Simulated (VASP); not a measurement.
Given:

```
SnS
1.0
    0.00000     2.87657     2.87657
    2.87657     0.00000     2.87657
    2.87657     2.87657     0.00000
Sn S
1 1
Direct
  0.00000   0.00000   0.00000
  0.25000   0.25000   0.25000
```

Method: PBEsol GGA, VASP's PBE PAW potentials (set 64) (plane waves; VASP). Settings: 500 eV cut-off, 11×11×11 Γ-centred mesh, first-order Methfessel-Paxton smearing of 0.10 eV, potentials Sn_d S.

Unless said otherwise, spin-orbit coupling is left out, though it shifts the bands of the heavy elements here.

Task: What does the run give for the energy per atom (σ→0), pressure, band gap (on the k-mesh) with the smallest direct gap where there is one?

Result: 
The band gap (on the k-mesh) comes out as none (metal, semimetal or under 0.01 eV). The energy per atom (σ→0) is -3.972 eV/atom. The pressure is 20.01 GPa.

The absolute energy has meaning only against runs of the same code, potentials and settings.

The structure was generated: SnS was put into the zinc blende type (F-43m), which need not be its known phase. It was relaxed first under an external pressure of 20 GPa.
